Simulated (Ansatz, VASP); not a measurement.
# CsBaPd4: VASP beside Ansatz

```
Cs Ba Pd
1.0
     0.00000    4.07009    4.07009
     4.07009    0.00000    4.07009
     4.07009    4.07009    0.00000
Cs Ba Pd
1 1 4
Direct
  0.25000 0.25000 0.25000
  0.00000 0.00000 0.00000
  0.62543 0.12372 0.62543
  0.62543 0.62543 0.12372
  0.62543 0.62543 0.62543
  0.12372 0.62543 0.62543
```

Alike in both runs: functional PBE; k mesh 8 × 8 × 8; occupations gaussian, width 0.1 eV; no spin polarisation.

Ansatz relaxed the structure, and its values are those at the end. VASP's run is a single point on that final structure, the one shown.

```csv
,VASP,Ansatz
version,VASP 6.6.1,Ansatz 0.2.0
potentials or method,"VASP PAW PBE potentials, release 64 (Cs_sv, Ba_sv, Pd)","scalar-relativistic, plane waves, PAW"
plane-wave cutoff (eV),520,420
valence electrons in the cell,59,91
```

VASP gave:

```
gap on the k mesh at the Fermi level (eV) : none
pressure (GPa)                            : 0.7
rms of the force components (eV/Å)        : 0.003
```

Task: Which values does Ansatz return?

Result: gap on the k mesh at the Fermi level (eV): none; pressure (GPa): 0.0; rms of the force components (eV/Å): 0.000.

A gap of «none» marks a metal or a gap that the smearing closes. The two sets of potentials don't hold the same shells in valence.

The runs have no spin-orbit coupling, so splittings on Ba, Cs are missing.
